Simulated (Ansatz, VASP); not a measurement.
# SnTe in two plane-wave programs

One calculation is typed for both programs; each brings its own data sets. How far apart do they land? The cell is taken from a series of runs on this material, whose earlier steps may have relaxed, scaled, displaced or heated it; both programs get it as it stands.

Main program and level: Ansatz 0.2.0; plane waves, with VASP 6.6.1 beside it; zone-centre phonons at LDA.

## Step 1: The structure

The structure is tetragonal, space group I4/mmm (No. 139). The conventional cell has a = 4.453 Å, b = 4.453 Å, c = 6.233 Å, α = 90.00°, β = 90.00°, γ = 90.00°. Nearest to Sn lie 6 Te at 3.12 to 3.15 Å. Nearest to Te lie 6 Sn at 3.12 to 3.15 Å. Farther neighbours and most contacts between anions are not listed.

## Step 2: VASP: zone-centre phonons, LDA

Second derivatives magnify differences that forces hide, and they need a tight electronic threshold.

Lines of VASP's logs that name or quote its potential files are left out, and so is its time.

Input file INCAR:

```
SYSTEM = SnTe
PREC = Accurate
ENCUT = 500
EDIFF = 1E-08
NELM = 120
ISMEAR = 0
SIGMA = 0.01
LREAL = .FALSE.
ALGO = Normal
GGA = CA
NBANDS = 16
LORBIT = 11
LWAVE = .FALSE.
LCHARG = .FALSE.
ISIF = 2
IBRION = 8
LASPH = .TRUE.
GGA_COMPAT = .FALSE.
EFERMI = MIDGAP
KPAR = 2
```

Input file POSCAR:

```
SnTe
1.0
    0.0000000000      3.1490236803      3.1165834804
    3.1490236803      0.0000000000      3.1165834804
    3.1490236803      3.1490236803      0.0000000000
Sn Te
1 1
Direct
    0.0000000000      0.0000000000      0.0000000000
    0.5000000000      0.5000000000      0.5000000000
```

Input file KPOINTS:

```
Automatic mesh
0
Gamma
12 12 12
0 0 0
```

Potentials, in the order of the species: Sn_d and Te (LDA family, release 64).

Launch:

```
$ mpirun -np 2 vasp_std
```

Numbers of over 12 decimals in the logs are rounded to 6 here.

The log of the run:

```text
[banner, memory and clock lines left out]
running    2 mpi-ranks, on    1 nodes
 distrk:  each k-point on    1 cores,    2 groups
 distr:  one band on    1 cores,    1 groups

 POSCAR found type information on POSCAR SnTe
 POSCAR found :  2 types and       2 ions
 LDA part: xc-table for (Slater(with rela. corr.)+CA(PZ))
 , standard interpolation
 POSCAR, INCAR and KPOINTS ok, starting setup
 FFT: planning ... GRIDC
 FFT: planning ... GRID_SOFT
 FFT: planning ... GRID
 WAVECAR not read
 entering main loop
       N       E                     dE             d eps       ncg     rms          rms(c)
DAV:   1     0.121972846930E+03    0.12197E+03   -0.94633E+03  5280   0.141E+03
DAV:   2     0.137787098286E+01   -0.12059E+03   -0.11800E+03  5704   0.343E+02
DAV:   3    -0.860601217565E+01   -0.99839E+01   -0.99537E+01  6576   0.882E+01
DAV:   4    -0.887691450599E+01   -0.27090E+00   -0.27086E+00  6312   0.160E+01
DAV:   5    -0.888938634929E+01   -0.12472E-01   -0.12472E-01  7712   0.314E+00    0.471E+00
DAV:   6    -0.883315885119E+01    0.56227E-01   -0.12100E-01  7472   0.248E+00    0.297E+00
DAV:   7    -0.882869653640E+01    0.44623E-02   -0.41510E-02  6888   0.109E+00    0.730E-01
DAV:   8    -0.882781452956E+01    0.88201E-03   -0.64720E-03  6640   0.659E-01    0.141E-01
DAV:   9    -0.882783748672E+01   -0.22957E-04   -0.58765E-04  7632   0.216E-01    0.462E-02
DAV:  10    -0.882781998327E+01    0.17503E-04   -0.56675E-05  6944   0.647E-02    0.252E-02
DAV:  11    -0.882781911732E+01    0.86595E-06   -0.26687E-05  7040   0.386E-02    0.191E-02
DAV:  12    -0.882781887079E+01    0.24653E-06   -0.22930E-06  6504   0.101E-02    0.114E-02
DAV:  13    -0.882781885080E+01    0.19983E-07   -0.11476E-07  7064   0.205E-03    0.688E-03
DAV:  14    -0.882781881429E+01    0.36513E-07   -0.10660E-07  6816   0.381E-03    0.236E-03
DAV:  15    -0.882781881395E+01    0.34015E-09   -0.20869E-08  5728   0.670E-04
   1 F= -.88278188E+01 E0= -.88278188E+01  d E =-.262406E-32
 Linear response reoptimize wavefunctions to high precision
DAV:   1    -0.882781881375E+01    0.20373E-09   -0.79284E-10  4032   0.195E-04
DAV:   2    -0.882781881376E+01   -0.17735E-10   -0.10552E-10  3552   0.801E-05
 Linear response DOF=           4
 Linear response progress:
  Degree of freedom:   1/  4
       N       E                     dE             d eps       ncg     rms          rms(c)
RMM:   1    -0.217740088091E+00   -0.21774E+00    0.32466E-01 10845   0.106E+01
RMM:   2    -0.223099459771E+00   -0.53594E-02   -0.12036E-02 15764   0.878E-01    0.794E-02
RMM:   3    -0.222972265050E+00    0.12719E-03   -0.94138E-04 17399   0.244E-01    0.416E-02
RMM:   4    -0.222721521367E+00    0.25074E-03   -0.82586E-05 17429   0.727E-02    0.825E-03
RMM:   5    -0.222715393749E+00    0.61276E-05   -0.76112E-06 17965   0.223E-02    0.385E-03
RMM:   6    -0.222720276463E+00   -0.48827E-05   -0.12074E-06 17733   0.774E-03    0.143E-03
RMM:   7    -0.222720855877E+00   -0.57941E-06   -0.31297E-07 18180   0.304E-03    0.733E-04
RMM:   8    -0.222718562248E+00    0.22936E-05    0.14494E-07 17568   0.134E-03    0.144E-04
RMM:   9    -0.222718421243E+00    0.14100E-06    0.27796E-07 18597   0.605E-04    0.189E-04
RMM:  10    -0.222718359048E+00    0.62195E-07    0.40654E-07 18948   0.293E-04    0.213E-04
RMM:  11    -0.222718313211E+00    0.45837E-07    0.38646E-07 18612   0.160E-04    0.346E-04
RMM:  12    -0.222718056526E+00    0.25668E-06    0.22163E-07 17037   0.924E-05    0.994E-05
RMM:  13    -0.222717843099E+00    0.21343E-06    0.12255E-07 18097   0.627E-05    0.831E-05
RMM:  14    -0.222717783067E+00    0.60032E-07    0.47541E-08 18743   0.396E-05    0.114E-04
RMM:  15    -0.222717808328E+00   -0.25261E-07    0.27549E-08 18663   0.290E-05    0.437E-05
RMM:  16    -0.222717842621E+00   -0.34293E-07    0.10139E-08 17813   0.229E-05    0.241E-06
RMM:  17    -0.222717846837E+00   -0.42161E-08    0.77408E-09 14172   0.190E-05    0.821E-06
 first order change of Fermi-energy   0.16421E-03
 force on displaced ion       1 direction 1 :   0.008   0.000   0.000
 Linear response progress:
  Degree of freedom:   2/  4
       N       E                     dE             d eps       ncg     rms          rms(c)
RMM:   1    -0.217906989782E+00   -0.21791E+00    0.31649E-01  6328   0.105E+01
RMM:   2    -0.223208410441E+00   -0.53014E-02   -0.12044E-02  9122   0.876E-01    0.857E-02
RMM:   3    -0.223056064580E+00    0.15235E-03   -0.93834E-04 10066   0.244E-01    0.454E-02
RMM:   4    -0.222784766494E+00    0.27130E-03   -0.86605E-05 10019   0.737E-02    0.791E-03
RMM:   5    -0.222783015438E+00    0.17511E-05   -0.74904E-06 10332   0.224E-02    0.374E-03
RMM:   6    -0.222789482739E+00   -0.64673E-05   -0.12744E-06 10235   0.796E-03    0.137E-03
RMM:   7    -0.222789244973E+00    0.23777E-06   -0.30857E-07 10548   0.312E-03    0.814E-04
RMM:   8    -0.222787562606E+00    0.16824E-05    0.10420E-08 10284   0.135E-03    0.277E-04
RMM:   9    -0.222787074837E+00    0.48777E-06    0.21957E-07 10801   0.630E-04    0.198E-04
RMM:  10    -0.222786866340E+00    0.20850E-06    0.45781E-07 10760   0.314E-04    0.141E-04
RMM:  11    -0.222786895644E+00   -0.29304E-07    0.33290E-07 11296   0.161E-04    0.219E-04
RMM:  12    -0.222786723054E+00    0.17259E-06    0.17114E-07 10394   0.976E-05    0.159E-04
RMM:  13    -0.222786610963E+00    0.11209E-06    0.75311E-08 10526   0.600E-05    0.741E-05
RMM:  14    -0.222786592947E+00    0.18015E-07    0.33897E-08 10669   0.368E-05    0.686E-05
RMM:  15    -0.222786488242E+00    0.10471E-06    0.16468E-08  9785   0.318E-05    0.489E-06
RMM:  16    -0.222786483174E+00    0.50681E-08    0.85350E-09 10630   0.233E-05    0.302E-06
 first order change of Fermi-energy  -0.89598E-04
 force on displaced ion       1 direction 3 :   0.000   0.000  -0.208
 Linear response progress:
  Degree of freedom:   3/  4
       N       E                     dE             d eps       ncg     rms          rms(c)
RMM:   1    -0.480388232520E-01   -0.48039E-01    0.63807E-02 19220   0.868E-01
RMM:   2    -0.485230391446E-01   -0.48422E-03   -0.20019E-03 16870   0.217E-01    0.633E-02
RMM:   3    -0.486734437645E-01   -0.15040E-03   -0.16342E-04 17053   0.619E-02    0.466E-02
RMM:   4    -0.488966133440E-01   -0.22317E-03   -0.24939E-05 16887   0.303E-02    0.554E-03
RMM:   5    -0.489050508601E-01   -0.84375E-05   -0.96941E-07 17399   0.729E-03    0.291E-03
RMM:   6    -0.489047559614E-01    0.29490E-06   -0.89938E-08 16924   0.208E-03    0.676E-04
RMM:   7    -0.489032742771E-01    0.14817E-05   -0.22603E-09 17391   0.433E-04    0.121E-04
RMM:   8    -0.489034578993E-01   -0.18362E-06    0.39833E-08 16767   0.146E-04    0.398E-05
RMM:   9    -0.489034084342E-01    0.49465E-07    0.23030E-07 18227   0.492E-05    0.205E-05
RMM:  10    -0.489034446552E-01   -0.36221E-07    0.34024E-07 18601   0.171E-05    0.299E-06
RMM:  11    -0.489034252753E-01    0.19380E-07    0.22412E-08 16751   0.963E-06    0.126E-06
RMM:  12    -0.489034240141E-01    0.12612E-08   -0.39843E-09 11851   0.736E-06    0.521E-07
 first order change of Fermi-energy  -0.24181E-03
 force on displaced ion       2 direction 1 :   0.035   0.000   0.000
 Linear response progress:
  Degree of freedom:   4/  4
       N       E                     dE             d eps       ncg     rms          rms(c)
RMM:   1    -0.480418576513E-01   -0.48042E-01    0.64982E-02 11133   0.881E-01
RMM:   2    -0.485386165355E-01   -0.49676E-03   -0.20367E-03  9778   0.220E-01    0.686E-02
RMM:   3    -0.486900484558E-01   -0.15143E-03   -0.16487E-04  9896   0.630E-02    0.497E-02
RMM:   4    -0.489225827758E-01   -0.23253E-03   -0.26399E-05  9785   0.316E-02    0.560E-03
RMM:   5    -0.489281672692E-01   -0.55845E-05   -0.10096E-06 10093   0.758E-03    0.302E-03
RMM:   6    -0.489281473097E-01    0.19959E-07   -0.88701E-08  9841   0.215E-03    0.690E-04
RMM:   7    -0.489268536458E-01    0.12937E-05    0.64344E-10 10090   0.447E-04    0.123E-04
RMM:   8    -0.489269966165E-01   -0.14297E-06   -0.74003E-08  9733   0.148E-04    0.395E-05
RMM:   9    -0.489269494635E-01    0.47153E-07    0.20815E-07 10547   0.509E-05    0.212E-05
RMM:  10    -0.489269879753E-01   -0.38512E-07    0.35341E-07 10668   0.186E-05    0.281E-06
RMM:  11    -0.489269696661E-01    0.18309E-07    0.19059E-08  9725   0.102E-05    0.155E-06
RMM:  12    -0.489269674565E-01    0.22096E-08   -0.72578E-09  7291   0.803E-06    0.570E-07
 first order change of Fermi-energy   0.19166E-03
 force on displaced ion       2 direction 3 :   0.000   0.000  -0.179
 Linear response finished
```

From OUTCAR (step 2):

```text
ion  position               nearest neighbor table
   1  0.000  0.000  0.000-   2 3.12   2 3.12   2 3.15   2 3.15   2 3.15   2 3.15
   2  0.500  0.500  0.500-   1 3.12   1 3.12   1 3.15   1 3.15   1 3.15   1 3.15

  LATTYP: Found a body centered tetragonal cell.
 ALAT       =     4.4533919969
 C/A-ratio  =     1.3996448022

 Subroutine GETGRP returns: Found 16 space group operations
 (whereof 16 operations were pure point group operations)

The static configuration has the point symmetry D_4h.

 Found    163 irreducible k-points:

   k-points           NKPTS =    163   k-points in BZ     NKDIM =    163   number of bands    NBANDS=     16

   dimension x,y,z NGX =    32 NGY =   32 NGZ =   32
   dimension x,y,z NGXF=    64 NGYF=   64 NGZF=   64

   ENCUT  =  500.0 eV  36.75 Ry    6.06 a.u.   8.08  8.08  8.12*2*pi/ulx,y,z

   NELECT =      20.0000    total number of electrons

 k-points in reciprocal lattice and weights: Automatic mesh
   0.00000000  0.00000000  0.00000000       0.001
   0.08333333 -0.00000000  0.00000000       0.005
   0.16666667 -0.00000000  0.00000000       0.005
   0.25000000  0.00000000  0.00000000       0.005
   0.33333333  0.00000000  0.00000000       0.005
   0.41666667 -0.00000000  0.00000000       0.005
   0.50000000  0.00000000  0.00000000       0.002
   0.08333333  0.08333333  0.00000000       0.001
   0.16666667  0.08333333  0.00000000       0.005
[...]
-0.33333333  0.16666667  0.50000000       0.002
  -0.25000000  0.25000000  0.50000000       0.001

 average (electrostatic) potential at core
       1-100.2777       2 -88.5926

  Total       -0.5176293     -0.5176293      0.0248015      0.0000000      0.0000000     -0.0000000
  in kB      -13.4174152    -13.4174152      0.6428776      0.0000000      0.0000000     -0.0000000
  external PRESSURE =      -8.7306510 kB  Pullay stress =       0.0000000 kB

  energy-cutoff  :      500.00
  volume of cell :       61.81
      direct lattice vectors                 reciprocal lattice vectors
     0.000000000  3.149023680  3.116583480    -0.158779371  0.158779371  0.160432090
     3.149023680  0.000000000  3.116583480     0.158779371 -0.158779371  0.160432090
     3.149023680  3.149023680  0.000000000     0.158779371  0.158779371 -0.160432090

 POSITION                                       TOTAL-FORCE (eV/Angst)
 -----------------------------------------------------------------------------------
      0.00000      0.00000      0.00000        -0.000000      0.000000      0.000000
      3.14902      3.14902      3.11658         0.000000     -0.000000     -0.000000
 -----------------------------------------------------------------------------------
    total drift:                                0.000000     -0.000000     -0.000000

 Eigenvectors and eigenvalues of the dynamical matrix
 ----------------------------------------------------

   1 f  =    0.878718 THz     5.521148 2PiTHz   29.310876 cm-1     3.634084 meV
             X         Y         Z           dx          dy          dz
      0.000000  0.000000  0.000000     0.000000   -0.000000    0.745497
      3.149024  3.149024  3.116583     0.000000   -0.000000   -0.666509

   2 f  =    0.087222 THz     0.548032 2PiTHz    2.909413 cm-1     0.360721 meV
             X         Y         Z           dx          dy          dz
      0.000000  0.000000  0.000000     0.000000    0.866807   -0.000000
      3.149024  3.149024  3.116583     0.000000    0.498643   -0.000000

   3 f  =    0.087222 THz     0.548032 2PiTHz    2.909413 cm-1     0.360721 meV
             X         Y         Z           dx          dy          dz
      0.000000  0.000000  0.000000    -0.866807    0.000000    0.000000
      3.149024  3.149024  3.116583    -0.498643    0.000000    0.000000

   4 f/i=    0.033259 THz     0.208974 2PiTHz    1.109410 cm-1     0.137549 meV
             X         Y         Z           dx          dy          dz
      0.000000  0.000000  0.000000     0.000000   -0.000000   -0.666509
      3.149024  3.149024  3.116583     0.000000   -0.000000   -0.745497

   5 f/i=    0.301715 THz     1.895730 2PiTHz   10.064123 cm-1     1.247792 meV
             X         Y         Z           dx          dy          dz
      0.000000  0.000000  0.000000     0.000000   -0.498643    0.000000
      3.149024  3.149024  3.116583     0.000000    0.866807    0.000000

   6 f/i=    0.301715 THz     1.895730 2PiTHz   10.064123 cm-1     1.247792 meV
             X         Y         Z           dx          dy          dz
      0.000000  0.000000  0.000000     0.498643    0.000000    0.000000
      3.149024  3.149024  3.116583    -0.866807    0.000000    0.000000

 ELASTIC MODULI CONTR FROM IONIC RELAXATION (kBar)
 Direction    XX          YY          ZZ          XY          YZ          ZX
 --------------------------------------------------------------------------------
 XX           0.0000      0.0000      0.0000      0.0000      0.0000      0.0000
 YY           0.0000      0.0000      0.0000      0.0000      0.0000      0.0000
 ZZ           0.0000      0.0000      0.0000      0.0000      0.0000      0.0000
 XY           0.0000      0.0000      0.0000      0.0000      0.0000      0.0000
 YZ           0.0000      0.0000      0.0000      0.0000      0.0000      0.0000
 ZX           0.0000      0.0000      0.0000      0.0000      0.0000      0.0000
 --------------------------------------------------------------------------------
```

(Continued in part 2 of 2.)

[Lines on the potential files, build, host, timing and source positions are cut from VASP's logs without a mark.]

[Logs are printed without paths, hosts, clocks, repeated set-up lines and the standing remarks that a program may print on its own settings, such as how far it seeks lower states.]

[Hosts, paths, dates, database ids (printed as entryN), source tags and the programs' standing remarks are cut or masked in the printed files.]
